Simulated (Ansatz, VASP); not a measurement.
# Cross-check of TaSi between VASP and Ansatz, part 2 of 2

Aim: how closely do two programs agree when they are given the same cell, functional and k mesh? The cell is invented: As first built, before any earlier steps moved the atoms (in the runner's words): it takes the TaC structure with some of its atoms replaced by other elements, volume scaled by an estimate. It may not be a known or stable phase. The cell is taken from a series of VASP runs on this material, whose earlier steps may have relaxed, scaled or displaced it; both programs get it as it stands.

VASP 6.6.1 and Ansatz 0.2.0.

So far. Step 2 (VASP: band structure, PBE, spin-orbit coupling): The run ends at a pressure of -0.04 GPa.

## (5) Ansatz: band structure, r2SCAN, spin-orbit coupling

Level of this step: Ansatz beside VASP: Kohn-Sham DFT, plane waves, r2SCAN, spin-orbit coupling (Ansatz).

With cell and atoms fixed, the geometry can't cause a difference; cores, projectors, grids and the points listed under the comparison can.

The cell is taken from a series of VASP runs on this material, whose earlier steps may have relaxed, scaled or displaced it; both programs get it as it stands.

Contents of input.yaml:

```yaml
crystal:
  lattice:
    - [0.0, 2.5749683672, 2.5749683672]
    - [2.5749683672, 0.0, 2.5749683672]
    - [2.5749683672, 2.5749683672, 0.0]
  atoms:
    - { symbol: Ta, position: [0.0, 0.0, 0.0] }
    - { symbol: Si, position: [0.5, 0.5, 0.5] }
hamiltonian:
  xc: r2scan
  pseudopotentials: { kind: paw_fr }
magnetization:
  noncollinear: true
  spin_orbit: true
kpoints:
  mp_grid: { grid: [6, 6, 6] }
  band_path:
    path:
      - [0.0, 0.0, 0.0]
      - [0.16667, 0.0, 0.16667]
      - [0.33333, 0.0, 0.33333]
      - [0.5, 0.0, 0.5]
      - [0.5, 0.08333, 0.58333]
      - [0.5, 0.18333, 0.68333]
      - [0.5, 0.25, 0.75]
      - [0.45, 0.3, 0.75]
      - [0.40833, 0.34167, 0.75]
      - [0.35, 0.35, 0.7]
      - [0.225, 0.225, 0.45]
      - [0.075, 0.075, 0.15]
      - [0.03333, 0.03333, 0.03333]
      - [0.23333, 0.23333, 0.23333]
      - [0.4, 0.4, 0.4]
      - [0.51667, 0.46667, 0.51667]
      - [0.55833, 0.38333, 0.55833]
      - [0.60833, 0.28333, 0.60833]
      - [0.60833, 0.25, 0.64167]
      - [0.55833, 0.25, 0.69167]
      - [0.51667, 0.25, 0.73333]
      - [0.5, 0.3, 0.7]
      - [0.5, 0.38333, 0.61667]
      - [0.5, 0.48333, 0.51667]
      - [0.475, 0.475, 0.55]
      - [0.425, 0.425, 0.65]
      - [0.38333, 0.38333, 0.73333]
      - [0.59167, 0.18333, 0.59167]
      - [0.55, 0.1, 0.55]
      - [0.5, 0.0, 0.5]
    npoints: 1
scf:
  occupations: { method: gaussian, width: 0.02 }
  n_extra_bands: 14
output:
  forces: true
  stress: true
  eigenvalues: true
```

The run is started by

```sh
ansatz run input.yaml --threads 2 --pin off --max-ram 4608MiB --backend cpu --events-out ev --progress --plain --runs-dir out
```

Numbers of over 12 decimals in the logs are rounded to 6 here.

Log:

```text
[...]
Crystal: 2 atoms, lattice volume = 34.146 Å³
Basis set: ecut = 500 eV, 893 PW (Γ), exchange–correlation on 108×108×108 points (64 copies of the dense FFT grid, shifted against one another)
Bands: 31, of which v1, the nominal top of the filled ones, is band 17 counted from 1 (16 counted from 0)
[...]
k-point 1: bands = [... 13 lower, 12.4877, 12.7116, 12.7116, 13.9125, 13.9125, 14.0321, 14.0321, 16.5405, ... 10 higher]
  k-point 2: bands = [... 13 lower, 11.3427, 11.4878, 11.4878, 15.2426, 15.2426, 15.3617, 15.3617, 16.5992, ... 10 higher]
  k-point 15: bands = [... 13 lower, 10.7285, 11.2742, 11.2742, 15.3694, 15.3694, 15.8226, 15.8226, 16.9379, ... 10 higher]
[key lines of the parts left out:]
SCF converged after 7 iterations
Magnetization: |M| = 0.0000 μB,  M = (+0.0000, +0.0000, +0.0000) μB
Free energy (F): -10559.397355 eV
Fermi energy:    14.808552 eV
P = ⅓ Tr σ = -2.4519 GPa (-24.519 kbar)
```

Elapsed: 17 s, on 2 threads of Arm Neoverse N1, shared host; peak memory 0.47 GiB.

## (6) VASP: band structure, r2SCAN, spin-orbit coupling

The same cell, functional, mesh and smearing now go to VASP, with its own data sets and cutoff.

Contents of INCAR:

```
SYSTEM = TaSi
PREC = Accurate
ENCUT = 400
EDIFF = 1E-06
NELM = 100
ISMEAR = 0
SIGMA = 0.02
LREAL = .FALSE.
ALGO = Normal
METAGGA = R2SCAN
LASPH = .TRUE.
LNONCOLLINEAR = .TRUE.
MAGMOM = 0 0 0 0 0 0
NBANDS = 26
GGA_COMPAT = .FALSE.
LSORBIT = .TRUE.
LMAXMIX = 4
LORBIT = 11
LWAVE = .FALSE.
LCHARG = .FALSE.
KPAR = 4
```

Contents of POSCAR:

```
TaSi
1.0
    0.0000000000      2.5749683672      2.5749683672
    2.5749683672      0.0000000000      2.5749683672
    2.5749683672      2.5749683672      0.0000000000
Ta Si
1 1
Direct
    0.0000000000      0.0000000000      0.0000000000
    0.5000000000      0.5000000000      0.5000000000
```

Contents of KPOINTS:

```
Automatic mesh
0
Gamma
6 6 6
0 0 0
```

Contents of KPOINTS_OPT:

```
Line mode
16
Line-mode
Reciprocal
  0.00000000   0.00000000   0.00000000 GAMMA
  0.50000000   0.00000000   0.50000000 X

  0.50000000   0.00000000   0.50000000 X
  0.50000000   0.25000000   0.75000000 W

  0.50000000   0.25000000   0.75000000 W
  0.37500000   0.37500000   0.75000000 K

  0.37500000   0.37500000   0.75000000 K
  0.00000000   0.00000000   0.00000000 GAMMA

  0.00000000   0.00000000   0.00000000 GAMMA
  0.50000000   0.50000000   0.50000000 L

  0.50000000   0.50000000   0.50000000 L
  0.62500000   0.25000000   0.62500000 U

  0.62500000   0.25000000   0.62500000 U
  0.50000000   0.25000000   0.75000000 W

  0.50000000   0.25000000   0.75000000 W
  0.50000000   0.50000000   0.50000000 L

  0.50000000   0.50000000   0.50000000 L
  0.37500000   0.37500000   0.75000000 K

  0.62500000   0.25000000   0.62500000 U
  0.50000000   0.00000000   0.50000000 X
```

The projector-augmented-wave data sets are Ta_pv and Si (PBE family, release 64).

The run is started by

```sh
mpirun -np 4 vasp_ncl
```

Log:

```text
[banner, memory and clock lines left out]
running    4 mpi-ranks, on    1 nodes
[...]
|                                                                             |
|               ----> ADVICE to this user running VASP <----                  |
|                                                                             |
|     You enforced a specific xc type in the INCAR file but a different       |
|     [... a line on the potential file left out ...]
|     I HOPE YOU KNOW WHAT YOU ARE DOING!                                     |
|                                                                             |

 LDA part: xc-table for (None), standard interpolation
 POSCAR, INCAR and KPOINTS ok, starting setup
[...]
entering main loop
       N       E                     dE             d eps       ncg     rms          rms(c)
DAV:   1     0.526707042248E+02    0.52671E+02   -0.66909E+03   832   0.939E+02
DAV:   2    -0.590077927116E+02   -0.11168E+03   -0.10656E+03  1030   0.287E+02
[...]
DAV:  12    -0.581433972541E+02    0.85379E-06   -0.78566E-06   916   0.212E-02
   1 F= -.58143397E+02 E0= -.58143037E+02  d E =-.720116E-03  mag=    -0.0000    -0.0000     0.0000
 Start KPOINTS_OPT (optional k-point list driver)
k-point batch [1-16\160]
       N       E                     dE             ncg
DAV:   1    -0.523865124518E+03   -0.39312E+04      872
DAV:   2    -0.225529379464E+04   -0.17314E+04     1050
DAV:   3    -0.230482438152E+04   -0.49531E+02      938
DAV:   4    -0.230542532044E+04   -0.60094E+00      946
DAV:   5    -0.230543820567E+04   -0.12885E-01      956
DAV:   6    -0.230543880815E+04   -0.60248E-03     1072
DAV:   7    -0.230543881571E+04   -0.75588E-05      930
DAV:   8    -0.230543881586E+04   -0.15009E-06      560
[...]
k-point batch [145-160\160]
       N       E                     dE             ncg
DAV:   1    -0.519525477842E+03   -0.86407E+04      840
DAV:   2    -0.228628457988E+04   -0.17668E+04     1066
DAV:   3    -0.233562877819E+04   -0.49344E+02      922
DAV:   4    -0.233615304936E+04   -0.52427E+00      960
DAV:   5    -0.233616349057E+04   -0.10441E-01      936
DAV:   6    -0.233616393639E+04   -0.44582E-03     1092
DAV:   7    -0.233616394041E+04   -0.40259E-05      892
DAV:   8    -0.233616394052E+04   -0.10396E-06      550
```

OUTCAR, selected parts (step 6):

```text
  Total       -0.4322936     -0.4322936     -0.4322936     -0.0000000      0.0000000      0.0000000
  in kB      -20.2835382    -20.2835382    -20.2835382     -0.0000000      0.0000000      0.0000000
  external PRESSURE =     -20.2835382 kB  Pullay stress =       0.0000000 kB

 POSITION                                       TOTAL-FORCE (eV/Angst)
 -----------------------------------------------------------------------------------
      0.00000      0.00000      0.00000        -0.000000      0.000000      0.000000
      2.57497      2.57497      2.57497         0.000000     -0.000000     -0.000000
 -----------------------------------------------------------------------------------
    total drift:                                0.000000     -0.000000     -0.000000

  FREE ENERGIE OF THE ION-ELECTRON SYSTEM (eV)
  ---------------------------------------------------
  free  energy   TOTEN  =       -58.1433972541 eV

  energy  without entropy=      -58.1426771383  energy(sigma->0) =      -58.14303720

 magnetization (x)
# of ion       s       p       d       tot
------------------------------------------
    1       -0.000  -0.000   0.000  -0.000
    2       -0.000   0.000   0.000  -0.000
--------------------------------------------------
tot         -0.000  -0.000   0.000  -0.000

 magnetization (y)
# of ion       s       p       d       tot
------------------------------------------
    1       -0.000  -0.000   0.000  -0.000
    2        0.000   0.000   0.000   0.000
--------------------------------------------------
tot         -0.000  -0.000   0.000  -0.000

 magnetization (z)
# of ion       s       p       d       tot
------------------------------------------
    1       -0.000   0.000   0.000  -0.000
    2       -0.000   0.000   0.000  -0.000
--------------------------------------------------
tot         -0.000   0.000   0.000  -0.000

[... 2 parts as in an earlier step ...]

[... 1 further part left out ...]
[key lines of the parts left out:]
E-fermi :   7.6118
```

At this level the cell is under a tension of 2.0 GPa, so at these settings it is away from equilibrium.

## (7) Differences

What differs besides the data sets and the points named for the pairs above, as far as they apply: VASP keeps PBE cores, Ansatz makes them for the functional; the cutoff is 500 eV in Ansatz and 400 eV in VASP. Total energies have different zeros and are not compared.

The two programs side by side:

```csv
quantity,Ansatz,VASP,difference
pressure (GPa),-2.45,-2.03,-0.42
```

Levels from 3 eV below to 2 eV above the Fermi level differ by 20 meV r.m.s. and 58 meV at most; each VASP level is matched to the nearest of Ansatz, which flatters the figure a little.

## (8) What came out

| Item | Value |
| --- | --- |
| r.m.s. difference of levels near the Fermi level (band structure, PBE, spin-orbit coupling) | 20 meV |
| r.m.s. difference of levels near the Fermi level (band structure, r2SCAN, spin-orbit coupling) | 20 meV |

In words: The r.m.s. difference of levels near the Fermi level is 20 meV (band structure, r2SCAN, spin-orbit coupling), within the 80 meV picked in this series as the mark of a large difference. Such differences can come from data sets, numerical settings and the points named under the comparisons, not from the functional's error against experiment.

[Lines on the potential files, build, host, timing and source positions are cut from VASP's logs without a mark.]

[Logs are printed without paths, hosts, clocks, repeated set-up lines and the standing remarks that a program may print on its own settings, such as how far it seeks lower states.]

[Hosts, paths, dates, database ids (printed as entryN), source tags and the programs' standing remarks are cut or masked in the printed files.]
